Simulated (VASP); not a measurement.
# Ta4Cu3N8 (a cell with a defect) in VASP: further runs

One crystal, Ta4Cu3N8 (a cell with a defect), is run at these levels: PBEsol; tasks: single point.

Program: VASP 6.6.1. These are calculated values, not measurements. Logs are shortened: lines on timing, memory, paths and dates and some standing lists are left out, and cuts for length are marked.

### Step 1. The structure

The cell holds a defect, 15 atoms: a = 6.985 Å, b = 6.985 Å, c = 6.985 Å, α = 54.51°, β = 54.51°, γ = 54.51°.

### Step 2. Single point, PBEsol

The input, INCAR:

```
SYSTEM = Ta4Cu3N8
PREC     = Accurate       ! precision mode
ENCUT    = 520            ! plane-wave cutoff, eV
EDIFF    = 1E-6           ! SCF threshold, eV
ISMEAR   = -1             ! smearing method
SIGMA    = 0.05           ! smearing width, eV
LREAL    = Auto         
LASPH    = .True.         ! aspherical terms in the spheres
NELM     = 80             ! most SCF steps
ALGO     = Normal         ! electronic algorithm
ISIF     = 2              ! what is computed and relaxed
LWAVE    = .False.        ! write WAVECAR
LCHARG   = .False.        ! write CHGCAR
GGA      = PS             ! functional
NBANDS   = 72             ! bands
```

The input, KPOINTS:

```
Automatic mesh
0
Gamma
  2 2 2
  0 0 0
```

The input, POSCAR:

```
Ta4Cu3N8
1.0
   -3.1987200000     -1.8467820000      5.9289200000
    3.1987200000     -1.8467820000      5.9289200000
    0.0000000000      3.6935640000      5.9289200000
Ta Cu N
4 3 8
Direct
    0.4951938792      0.5090744314      0.5031900460
   -0.0157826785      0.0077579878      0.4896301095
    0.0116709344      0.4748249460     -0.0144706211
    0.5256890666      0.0056998209      0.0105479240
   -0.0201183636     -0.0507243560      0.0609083640
    0.5229560958      0.0124706516      0.4730705843
   -0.0469592072      0.5339919232      0.5095737486
    0.1196036908      0.0846834727      0.0936423076
    0.9092177908      0.9246302057      0.8541120367
    0.6025831891      0.6259050178      0.1255020646
    0.3720589625      0.4150761694      0.8779235972
    0.6309423310      0.1077017848      0.5856442876
    0.3960995275      0.8815437052      0.4063902844
    0.0813320771      0.6107000743      0.6048988242
    0.8716343375      0.4033532751      0.3976441652
```

Potentials or basis: VASP PAW PBE potentials, release 64 (Ta_pv, Cu, N).

Run with:

```sh
$ cat potpaw_PBE.64/Ta_pv/POTCAR potpaw_PBE.64/Cu/POTCAR potpaw_PBE.64/N/POTCAR > POTCAR
$ mpirun -np 1 vasp_std > vasp.out
```

OUTCAR:

```text
SYSTEM = Ta4Cu3N8
   PREC = Accurate
   ENCUT = 520
   EDIFF = 1E-6
   ISMEAR = -1
   LREAL = Auto
   LASPH = .True.
   NELM = 80
   ISIF = 2
   GGA = PS

 ion  position               nearest neighbor table
   1  0.495  0.509  0.503-  11 2.02  10 2.03  13 2.03  15 2.03  12 2.18  14 2.28   3 3.10   2 3.17
                             4 3.17   2 3.23   4 3.24   3 3.32
   2  0.984  0.008  0.490-  12 1.91   9 2.04  14 2.16   8 2.16  15 2.16  13 2.26   3 3.11   4 3.16
                             1 3.17   1 3.23   4 3.29   3 3.30
   3  0.012  0.475  0.986-  11 2.01  14 2.08   8 2.11  10 2.17  15 2.26   9 2.46   1 3.10   2 3.11
                             4 3.17   4 3.28   2 3.30   1 3.32
   4  0.526  0.006  0.011-   9 2.06  10 2.08  13 2.11  11 2.17   8 2.31  12 2.34   2 3.16   5 3.17
                             3 3.17   1 3.17   1 3.24   3 3.28   2 3.29
   5  0.980  0.949  0.061-   8 1.87   9 1.89   7 2.77   4 3.17
   6  0.523  0.012  0.473-  12 1.87  13 1.94
   7  0.953  0.534  0.510-  14 1.79  15 1.93   5 2.77
   8  0.120  0.085  0.094-   5 1.87   3 2.11   2 2.16   4 2.31
   9  0.909  0.925  0.854-   5 1.89   2 2.04   4 2.06   3 2.46
  10  0.603  0.626  0.126-   1 2.03   4 2.08   3 2.17
  11  0.372  0.415  0.878-   3 2.01   1 2.02   4 2.17
  12  0.631  0.108  0.586-   6 1.87   2 1.91   1 2.18   4 2.34
  13  0.396  0.882  0.406-   6 1.94   1 2.03   4 2.11   2 2.26
  14  0.081  0.611  0.605-   7 1.79   3 2.08   2 2.16   1 2.28
  15  0.872  0.403  0.398-   7 1.93   1 2.03   2 2.16   3 2.26

  LATTYP: Found a trigonal (rhomboedric) cell.
 ALAT       =     6.9853064185
 COS(alpha) =     0.5806162793

  Lattice vectors:

 A1 = (  -3.1987200000,  -1.8467820000,   5.9289200000)
 A2 = (   3.1987200000,  -1.8467820000,   5.9289200000)
 A3 = (   0.0000000000,   3.6935640000,   5.9289200000)

Analysis of symmetry for initial positions (statically):
=====================================================================
 Subroutine PRICEL returns:
 Original cell was already a primitive cell.

 Routine SETGRP: Setting up the symmetry group for a
 trigonal (rhombohedral) supercell.

 Subroutine GETGRP returns: Found  1 space group operations
 (whereof  1 operations were pure point group operations)
 out of a pool of 12 trial point group operations.

The static configuration has the point symmetry C_1 .

Analysis of symmetry for dynamics (positions and initial velocities):
=====================================================================
 Subroutine PRICEL returns:
 Original cell was already a primitive cell.
[... 134 lines left out ...]
   IALGO  =     38    algorithm
   IMIX   =      4    mixing-type and parameters
     AMIX     =   0.40;   BMIX     =  1.00
     AMIX_MAG =   1.60;   BMIX_MAG =  1.00
  volume/ion in A,a.u.               =      14.01        94.54
  Fermi-wavevector in a.u.,A,eV,Ry     =   1.346782  2.545048 24.678534  1.813821
  Thomas-Fermi vector in A             =   2.474586
   LORBIT       =      0    0 simple, 1 ext, 2 COOP (PROOUT), +10 PAW based schemes
   GGA     = PS    functional components
   LHFCALC =     F    Hartree Fock is set to
   AEXX    =    0.0000 exact exchange contribution
   IVDW    =     0    specifies the selected vdW correction
   LEPSILON=     F    determine dielectric tensor
   LRPA    =     F    only Hartree local field effects (RPA)
 non-spin polarized calculation
  energy-cutoff  :      520.00
  volume of cell :      210.14
 maximum number of plane-waves:      5666
 NGX is ok and might be reduce to    54
   NGX = 25   NGY = 25   NGZ = 25

 number of electron     117.0000006 magnetization

 Free energy of the ion-electron system (eV)
  ---------------------------------------------------
  ext. energy  EPLUGINS =         0.00000000
  ---------------------------------------------------
  free energy    TOTEN  =      -138.44296310 eV

  energy without entropy =     -138.38396149  energy(sigma->0) =     -138.41346229

 E-fermi :   3.2128     XC(G=0): -10.8844

 val. band max:        3.1968596143   @ k =  -0.0000  -0.0000   0.5000
 cond. band min:       3.2755059213   @ k =   0.5000   0.5000  -0.0000
 fundamental gap:      0.0786463070
 Fermi energy:         3.2128373921

 k-point     1 :       0.0000    0.0000    0.0000
  band No.  band energies     occupation
      1     -31.9424      2.00000
      2     -31.9234      2.00000
      3     -31.8890      2.00000
      4     -31.7263      2.00000
      5     -31.6400      2.00000
      6     -31.5935      2.00000
[... 573 lines left out ...]
     69       7.0792      0.00000
     70       7.1602      0.00000
 [bands above 70 left out]

------------------------ aborting loop because EDIFF is reached ----------------------------------------

  FORCE on cell =-STRESS in cart. coord.  units (eV):
  Direction    XX          YY          ZZ          XY          YZ          ZX
  --------------------------------------------------------------------------------------
  -------------------------------------------------------------------------------------
  Total      -12.1912846    -12.1585476    -15.2346065      0.9077845      1.1534928     -3.2748042
  in kB      -92.9482793    -92.6986869   -116.1510456      6.9210925      8.7944115    -24.9676241
  external PRESSURE =    -100.5993372 kB  Pullay stress =       0.0000000 kB

 VOLUME and BASIS-vectors are now :
 -----------------------------------------------------------------------------
  energy-cutoff  :      520.00
  volume of cell :      210.14
      direct lattice vectors                 reciprocal lattice vectors
    -3.198720000 -1.846782000  5.928920000    -0.156312525 -0.090247071  0.056221594
     3.198720000 -1.846782000  5.928920000     0.156312525 -0.090247071  0.056221594
     0.000000000  3.693564000  5.928920000     0.000000000  0.180494142  0.056221594

 POSITION                                       TOTAL-FORCE (eV/Angst)
 -----------------------------------------------------------------------------------
      0.04440      0.00390      8.93760        -0.215800     -0.921037     -0.320535
     -3.12342     -0.02348      8.78432        -0.493455      0.181185      0.376796
      1.48150      2.74166      8.72752         0.272559      0.389306     -0.556248
     -1.66330     -0.94240      3.21310        -0.681046      0.898838     -0.524274
     -0.09790     -3.33776     11.79894         0.177303     -0.472816     -0.317363
     -1.63290      0.75850      5.97930        -0.220292      0.207617     -0.590954
     -1.34042     -0.86408     11.83772        -0.132523     -0.278379     -1.501053
     -0.11170     -0.03140      1.76640         1.109479     -0.550726      1.747631
      0.04930     -0.23200     15.93670         0.189527      1.282412      0.067581
      0.07460     -1.80520      8.02770         0.081499     -1.760812     -0.095942
      0.13760      1.78900      9.87200        -0.583176      1.425224     -0.459342
     -1.67370      0.79900      7.85160         1.360176      1.358562     -1.312591
      1.55280     -0.85850      9.98450         0.904554     -1.350364      1.180560
      1.69330      0.95620      7.68940        -0.460749      0.213506      1.354603
     -1.49790     -0.88590      9.91690        -1.308057     -0.622516      0.951131
 -----------------------------------------------------------------------------------
    total drift:                               -0.002094      0.000694     -0.001770

  FREE ENERGIE OF THE ION-ELECTRON SYSTEM (eV)
  ---------------------------------------------------
  free  energy   TOTEN  =      -138.4429630962 eV

  energy  without entropy=     -138.3839614930  energy(sigma->0) =     -138.41346229
```

stdout:

```text
POSCAR found type information on POSCAR TaCuN
 POSCAR found :  3 types and      15 ions
 scaLAPACK will be used
 -----------------------------------------------------------------------------
|                                                                             |
|                                                                             |
|     You enforced a specific xc type in the INCAR file but a different       |
|     I HOPE YOU KNOW WHAT YOU ARE DOING!                                     |
|                                                                             |
 -----------------------------------------------------------------------------

 LDA part: xc-table for (Slater+PW92), standard interpolation
 POSCAR, INCAR and KPOINTS ok, starting setup
 FFT: planning ... GRIDC
 FFT: planning ... GRID_SOFT
 FFT: planning ... GRID
 WAVECAR not read
 entering main loop
```

It took 15 min on 1 thread of AMD EPYC 7R43 (Zen 3), shared host; peak memory 0.37 GiB.

Results:

```yaml
Free_energy: -138.4430 eV
Pressure: -10.1 GPa
Largest_force: 2.328 eV/Å
Band_gap_on_the_k_mesh: none (metal or under the smearing width)
```

Forces in eV/Å, atoms in the order of the input:
```
Ta  -0.216 -0.921 -0.321
Ta  -0.493  0.181  0.377
Ta   0.273  0.389 -0.556
Ta  -0.681  0.899 -0.524
Cu   0.177 -0.473 -0.317
Cu  -0.220  0.208 -0.591
Cu  -0.133 -0.278 -1.501
N    1.109 -0.551  1.748
N    0.190  1.282  0.068
N    0.081 -1.761 -0.096
N   -0.583  1.425 -0.459
N    1.360  1.359 -1.313
N    0.905 -1.350  1.181
N   -0.461  0.214  1.355
N   -1.308 -0.623  0.951
```

Stress tensor (GPa, compression positive):
```
 -9.29   0.69  -2.50
  0.69  -9.27   0.88
 -2.50   0.88 -11.62
```

Levels at points of the mesh, in eV from the Fermi level:
```
           k point  band 57  band 58  band 59  band 60  band 61  band 62
(0.00, 0.00, 0.00)    -0.44    -0.39    -0.08     1.42     1.57     1.91
(0.50, 0.00, 0.00)    -0.57    -0.29    -0.03     1.56     1.94     2.12
(0.00, 0.50, 0.00)    -0.58    -0.17    -0.05     1.62     2.04     2.10
(0.00, 0.00, 0.50)    -0.69    -0.08    -0.02     1.70     1.81     2.07
(0.50, 0.50, 0.00)    -0.48    -0.35     0.06     1.62     1.77     2.13
(0.50, 0.00, 0.50)    -0.49    -0.26    -0.18     1.52     1.91     2.23
(0.00, 0.50, 0.50)    -0.44    -0.27    -0.16     1.38     1.85     2.24
(0.50, 0.50, 0.50)    -0.23     0.08     0.11     1.34     1.46     1.94
```

Caveat: the k mesh is coarse (spacing up to 0.59 Å⁻¹), so the values aren't converged; the PAW data sets were made with another functional, which shifts forces and pressure a little; the run has no spin polarisation, though such a crystal can be magnetic. Spin-orbit coupling is left out, which matters for the levels of Ta.

### Step 3. Single point, PBEsol

The input, INCAR:

```
SYSTEM = Ta4Cu3N8
ALGO     = Fast           ! electronic algorithm
EDIFF    = 1E-6           ! SCF threshold, eV
ENCUT    = 520            ! plane-wave cutoff, eV
GGA      = PS             ! functional
ISIF     = 2              ! what is computed and relaxed
ISMEAR   = -1             ! smearing method
LASPH    = .TRUE.         ! aspherical terms in the spheres
LCHARG   = .FALSE.        ! write CHGCAR
LREAL    = Auto         
LWAVE    = .FALSE.        ! write WAVECAR
NBANDS   = 72             ! bands
NELM     = 80             ! most SCF steps
PREC     = Accurate       ! precision mode
SIGMA    = 0.05           ! smearing width, eV
```

The input, KPOINTS:

```
k-points
0
G
  2 2 2
  0 0 0
```

The input, POSCAR:

```
Ta4Cu3N8
1.0
   -3.1987200000     -1.8467820000      5.9289200000
    3.1987200000     -1.8467820000      5.9289200000
    0.0000000000      3.6935640000      5.9289200000
Ta Cu N
4 3 8
Direct
    0.5046629098      0.5080392604      0.4967126979
   -0.0341154581      0.0059630733      0.5005487065
    0.0023455826      0.4780671212     -0.0175122093
    0.5433089955      0.0034993216      0.0031232050
   -0.0212582988     -0.0424855397      0.0710638901
    0.5350644379      0.0085725912      0.4596316944
   -0.0476586269      0.5521750566      0.4938947480
    0.0584358380      0.0948879188      0.1387699128
    0.9097474207      0.8742019525      0.9284164540
    0.6266157606      0.6005740939      0.1158372060
    0.3830670013      0.4011992542      0.8845030988
    0.5552660691      0.0979268835      0.6391672074
    0.3796656362      0.9213510604      0.4092779270
    0.1251823861      0.6050618379      0.5660120925
    0.9062765397      0.3791594429      0.4277765418
```

Potentials or basis: VASP PAW PBE potentials, release 64 (Ta_pv, Cu, N).

Run with:

```sh
$ cat potpaw_PBE.64/Ta_pv/POTCAR potpaw_PBE.64/Cu/POTCAR potpaw_PBE.64/N/POTCAR > POTCAR
$ mpirun -np 1 vasp_std > vasp.out
```

Wall time 14 min (1 thread of AMD EPYC 7R43 (Zen 3), shared host); peak memory 0.36 GiB.

It converged, with:

| Quantity | Value |
| --- | --- |
| Free energy | -136.9643 eV |
| Pressure | -12.9 GPa |
| Largest force | 4.103 eV/Å |
| Band gap on the k mesh | none (metal or under the smearing width) |

Forces in eV/Å, atoms in the order of the input:
```
Ta   1.147  0.572  0.631
Ta  -0.726 -1.744  0.703
Ta  -0.412 -0.005  0.368
Ta   0.776  0.993 -0.001
Cu  -0.033  0.024 -1.351
Cu  -0.167  0.299  0.244
Cu  -0.005 -0.114  0.746
N    0.895 -0.936  3.775
N    0.584 -0.472 -2.994
N    0.904 -0.295  0.963
N   -0.753  0.565 -1.197
N   -1.326 -0.759  3.309
N   -0.725 -0.246 -3.427
N    0.466  1.570  2.250
N   -0.623  0.549 -4.018
```

Stress tensor (GPa, compression positive):
```
-14.79   1.79  -0.61
  1.79 -14.22   0.68
 -0.61   0.68  -9.63
```

Levels at points of the mesh, in eV from the Fermi level:
```tsv
k point	band 55	band 56	band 57	band 58	band 59	band 60	band 61	band 62	band 63	band 64
(0.00, 0.00, 0.00)	-0.67	-0.62	-0.47	-0.34	-0.01	1.00	1.13	1.58	1.93	2.06
(0.50, 0.00, 0.00)	-0.91	-0.71	-0.59	-0.33	-0.03	1.33	1.72	1.95	2.19	2.50
(0.00, 0.50, 0.00)	-0.83	-0.57	-0.41	-0.22	-0.01	1.20	1.78	1.97	2.15	2.37
(0.00, 0.00, 0.50)	-0.87	-0.58	-0.50	-0.30	-0.10	1.17	1.65	2.00	2.20	2.37
(0.50, 0.50, 0.00)	-0.79	-0.70	-0.46	-0.27	-0.11	1.15	1.93	2.04	2.17	2.50
(0.50, 0.00, 0.50)	-0.78	-0.71	-0.54	-0.37	-0.11	1.08	1.77	1.95	2.31	2.56
(0.00, 0.50, 0.50)	-0.78	-0.65	-0.36	-0.29	0.03	1.19	1.66	1.85	2.28	2.77
(0.50, 0.50, 0.50)	-0.49	-0.43	-0.23	0.08	0.16	0.86	1.28	1.74	1.93	2.05
```

Caveat: the k mesh is coarse (spacing up to 0.59 Å⁻¹), so the values aren't converged; the PAW data sets were made with another functional, which shifts forces and pressure a little; the run has no spin polarisation, though such a crystal can be magnetic. With open d or f shells a metallic result of PBEsol can be an artefact of self-interaction; +U or a hybrid may open a gap.

### Step 4. Single point, PBEsol

The input, INCAR:

```
SYSTEM = Ta4Cu3N8
PREC = Accurate
ENCUT = 520
EDIFF = 1E-7
ISMEAR = -1
SIGMA = 0.05
LREAL = Auto
LASPH = .True.
NELM = 100
ALGO = Fast
ISIF = 2
LWAVE = .False.
LCHARG = .False.
GGA = PS
NBANDS = 72
```

The input, KPOINTS:

```
Automatic mesh
0
Gamma
  2 2 2
  0 0 0
```

The input, POSCAR:

```
Ta4Cu3N8
1.0
   -3.1987200000     -1.8467820000      5.9289200000
    3.1987200000     -1.8467820000      5.9289200000
    0.0000000000      3.6935640000      5.9289200000
Ta Cu N
4 3 8
Direct
    0.4894197250      0.5243086806      0.4989585593
   -0.0284799253      0.0283240462      0.4997915632
   -0.0035225829      0.4816089697     -0.0275827538
    0.5308179739     -0.0021139488      0.0038718909
   -0.0016451323     -0.0608875793      0.0596485438
    0.5414966891     -0.0245422265      0.4899068207
    0.0206378570      0.5014864464      0.4853441731
    0.0737048058      0.1008719227      0.1030455029
    0.9208925624      0.8975707337      0.8777444449
    0.5594123440      0.6441337326      0.1421627540
    0.3425571853      0.3602205007      0.9462072894
    0.6122846424      0.0953903847      0.6346773744
    0.3748716768      0.8835438957      0.4373064140
    0.1016943585      0.5921092744      0.6258464889
    0.8922037019      0.3919410969      0.3971057493
```

Run with:

```sh
$ cat potpaw_PBE.64/Ta_pv/POTCAR potpaw_PBE.64/Cu/POTCAR potpaw_PBE.64/N/POTCAR > POTCAR
$ mpirun -np 1 vasp_std > vasp.out
```

Wall time 22 min (1 thread of AMD EPYC 7R43 (Zen 3), shared host); peak memory 0.36 GiB.

Results (log left out):

```yaml
Free_energy: -137.8613 eV
Pressure: -6.4 GPa
Largest_force: 3.756 eV/Å
Band_gap_on_the_k_mesh: none (metal or under the smearing width)
```

Forces on the atoms (eV/Å):
```
Ta  -0.068 -0.367  0.325
Ta  -0.673 -0.828  0.656
Ta  -0.725  3.349  1.538
Ta   0.203  0.384  0.549
Cu   0.125 -0.031 -2.100
Cu   0.177  0.203  0.508
Cu   0.398  0.013 -0.865
N    0.695  0.443  3.248
N    0.762  1.138 -1.196
N   -1.702 -0.185 -0.353
N    0.588 -1.221  0.455
N    0.429  0.032 -1.897
N   -0.094 -0.670  0.495
N    0.035 -2.869 -1.690
N   -0.149  0.609  0.326
```

Stress tensor (GPa, compression positive):
```
-7.63  0.09  2.32
 0.09 -3.87  0.70
 2.32  0.70 -7.62
```

Levels at points of the mesh, in eV from the Fermi level:
```
           k point  band 55  band 56  band 57  band 58  band 59  band 60  band 61  band 62  band 63  band 64
(0.00, 0.00, 0.00)    -0.72    -0.60    -0.43    -0.31    -0.05     1.68     1.84     1.98     2.44     2.76
(0.50, 0.00, 0.00)    -0.70    -0.68    -0.46    -0.04     0.04     1.72     2.04     2.33     2.51     2.62
(0.00, 0.50, 0.00)    -0.74    -0.51    -0.47    -0.25    -0.15     1.60     1.66     2.29     2.65     2.84
(0.00, 0.00, 0.50)    -0.74    -0.64    -0.36    -0.21    -0.13     1.85     2.46     2.50     2.62     2.90
(0.50, 0.50, 0.00)    -0.55    -0.45    -0.22    -0.12    -0.04     1.82     2.15     2.53     2.78     2.94
(0.50, 0.00, 0.50)    -0.69    -0.51    -0.27    -0.21    -0.18     1.49     1.61     2.41     2.70     2.99
(0.00, 0.50, 0.50)    -0.60    -0.42    -0.35    -0.24    -0.02     1.53     1.89     2.29     2.54     3.07
(0.50, 0.50, 0.50)    -0.31    -0.23    -0.17     0.03     0.23     1.65     1.79     2.05     2.39     2.77
```

Caveat: the k mesh is coarse (spacing up to 0.59 Å⁻¹), so the values aren't converged; the PAW data sets were made with another functional, which shifts forces and pressure a little; the run has no spin polarisation, though such a crystal can be magnetic.
